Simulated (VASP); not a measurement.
These are RPBE GGA, VASP's PBE PAW potentials (set 64) (plane waves; VASP) values and carry that method's errors.

VASP ran on this input.

**INCAR**
```
LASPH=T   # aspherical one-centre terms
ALGO=Normal
ENCUT=520   # plane-wave cut-off (eV)
EDIFF=1E-7
NELM=100   # most electronic steps
LCHARG=F
ISIF=2
LREAL=F
SIGMA=0.05   # width (eV)
GGA=RP
LWAVE=F
SYSTEM=NaCl
PREC=Accurate
ISMEAR=0   # Gaussian
```

**POSCAR**
```
NaCl
5.7185210
  0.0000000000   0.4999999727   0.4999999727
  0.4999999727   0.0000000000   0.4999999727
  0.4999999727   0.4999999727   0.0000000000
Na Cl
1 1
Cartesian
  0.0000000000   0.0000000000   0.0000000000
  0.4999999727   0.4999999727   0.4999999727
```

File KPOINTS:
```
Automatic mesh
0
Gamma
8 8 8
0 0 0
```

POTCAR, in this order: Na_pv Cl (PBE.64 set). Program: vasp_std.

The run wrote:

### OSZICAR
```
       N       E                     dE             d eps       ncg     rms          rms(c)
DAV:   1     0.980645961631E+02    0.98065E+02   -0.73113E+03   641   0.127E+03
DAV:   2     0.237317466737E+01   -0.95691E+02   -0.88912E+02   738   0.282E+02
DAV:   3    -0.645286690093E+01   -0.88260E+01   -0.87737E+01   790   0.854E+01
DAV:   4    -0.664451832214E+01   -0.19165E+00   -0.19148E+00   725   0.137E+01
DAV:   5    -0.664900080895E+01   -0.44825E-02   -0.44821E-02   827   0.208E+00    0.246E+00
DAV:   6    -0.644189207253E+01    0.20711E+00   -0.42625E-01   743   0.397E+00    0.194E+00
DAV:   7    -0.643609942584E+01    0.57926E-02   -0.12195E-01   722   0.235E+00    0.125E+00
DAV:   8    -0.644894887487E+01   -0.12849E-01   -0.20683E-02   656   0.143E+00    0.246E-01
DAV:   9    -0.644901024847E+01   -0.61374E-04   -0.29479E-04   793   0.176E-01    0.137E-01
DAV:  10    -0.644950867617E+01   -0.49843E-03   -0.10197E-03   653   0.295E-01    0.710E-02
DAV:  11    -0.644949991214E+01    0.87640E-05   -0.23551E-05   767   0.591E-02    0.844E-03
DAV:  12    -0.644950418016E+01   -0.42680E-05   -0.54584E-06   674   0.273E-02    0.139E-03
DAV:  13    -0.644950534195E+01   -0.11618E-05   -0.16123E-06   677   0.117E-02    0.356E-03
DAV:  14    -0.644950510434E+01    0.23760E-06   -0.95930E-08   740   0.251E-03    0.602E-04
DAV:  15    -0.644950509975E+01    0.45991E-08   -0.38149E-09   376   0.659E-04
   1 F= -.64495051E+01 E0= -.64495051E+01  d E =-.651272E-19
```

**OUTCAR**
```
------------------------ aborting loop because EDIFF is reached ----------------------------------------
  FORCE on cell =-STRESS in cart. coord.  units (eV):
  Direction    XX          YY          ZZ          XY          YZ          ZX
  --------------------------------------------------------------------------------------
  Total        0.4163062      0.4163062      0.4163062     -0.0000000      0.0000000     -0.0000000
  in kB       14.2669914     14.2669914     14.2669914     -0.0000000      0.0000000     -0.0000000
  external PRESSURE =      14.2669914 kB  Pullay stress =       0.0000000 kB
  volume of cell :       46.75
      direct lattice vectors                 reciprocal lattice vectors
     0.000000000  2.859260344  2.859260344    -0.174870400  0.174870400  0.174870400
     2.859260344  0.000000000  2.859260344     0.174870400 -0.174870400  0.174870400
     2.859260344  2.859260344  0.000000000     0.174870400  0.174870400 -0.174870400
  FREE ENERGIE OF THE ION-ELECTRON SYSTEM (eV)
  ---------------------------------------------------
  free  energy   TOTEN  =        -6.4495050997 eV

  energy  without entropy=       -6.4495050997  energy(sigma->0) =       -6.44950510
```
(Selected blocks of OUTCAR.)

The compound is NaCl in the rock salt structure. This cell is one point of a volume scan, at 0.94 of the reference volume.
